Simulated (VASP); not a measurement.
VASP input:

KPOINTS:
```
Automatic mesh
0
Gamma
6 6 6
0 0 0
```

### INCAR
```
# general
SYSTEM  =MnS
PREC    =Accurate
ENCUT   =520   # plane-wave cut-off (eV)
LREAL   =F
LASPH   =T   # aspherical one-centre terms

# electronic loop
EDIFF   =1E-6   # SCF stop (eV)
NELM    =100   # most electronic steps
ALGO    =Normal
LMAXMIX =4   # l cut-off of mixed one-centre charges

# smearing
ISMEAR  =0
SIGMA   =0.05   # width (eV)

# functional
GGA     =ML
LUSE_VDW=T
AGGAC   =0.0
ZAB_VDW =-1.8867

# spin
ISPIN   =2   # spin-polarised
MAGMOM  =4.2 -4.2 2*0.0

# ions
IBRION  =2
NSW     =60   # most ionic steps
ISIF    =3   # ions, shape and volume
EDIFFG  =-0.02   # ionic stop

# output
LWAVE   =F
LCHARG  =F
LORBIT  =10
```

POSCAR:
```
MnS
1
    5.2624496222     2.6227494610     2.6227494610
    2.6227494610     5.2624496222     2.6227494610
    2.6227494610     2.6227494610     5.2624496222
Mn S
2 2
Direct
  0.0000000000   0.0000000000   0.0000000000
  0.5000000000   0.5000000000   0.5000000000
  0.2500000000   0.2500000000   0.2500000000
  0.7500000000   0.7500000000   0.7500000000
```

POTCAR, in this order: Mn_pv S (PBE.64 set). Program: vasp_std.

Task: Translate this vdW-DF2 calculation to Quantum ESPRESSO's pw.x.

Result: One equivalent input (not run):
```
&CONTROL
  calculation = 'vc-relax'
  pseudo_dir = './pseudo'
  outdir = './out'
  tprnfor = .true.
  tstress = .true.
  nstep = 60
  forc_conv_thr = 0.00078
/
&SYSTEM
  ibrav = 0
  nat = 4
  ntyp = 3
  ecutwfc = 96
  occupations = 'smearing'
  smearing = 'gaussian'
  degauss = 0.003675
  input_dft = 'vdw-df2'
  nspin = 2
  starting_magnetization(1) = 0.42
  starting_magnetization(2) = -0.42
/
&ELECTRONS
  conv_thr = 7.3e-08
  electron_maxstep = 100
/
&IONS
/
&CELL
/
ATOMIC_SPECIES
  Mn1 54.938 Mn.upf
  Mn2 54.938 Mn.upf
  S 32.060 S.upf
CELL_PARAMETERS angstrom
     5.2624496    2.6227495    2.6227495
     2.6227495    5.2624496    2.6227495
     2.6227495    2.6227495    5.2624496
ATOMIC_POSITIONS crystal
  Mn1  0.0000000  0.0000000  0.0000000
  Mn2  0.5000000  0.5000000  0.5000000
  S    0.2500000  0.2500000  0.2500000
  S    0.7500000  0.7500000  0.7500000
K_POINTS automatic
  6 6 6 0 0 0
```
The two are equivalent in intent, not identical: the potentials are each code's own (VASP's PAW set, PseudoDojo norm-conserving files in pw.x), so ENCUT and ecutwfc are chosen apart and not converted; conv_thr bounds pw.x's estimated SCF error, while EDIFF bounds the energy change between steps; starting_magnetization is a fraction of the valence charge and MAGMOM a moment in μB, so they match only roughly; forc_conv_thr acts on force components and is met together with etot_conv_thr.

The compound is MnS in the rock salt, AFM-II order structure. It was relaxed first. The start is the result of an earlier pass.
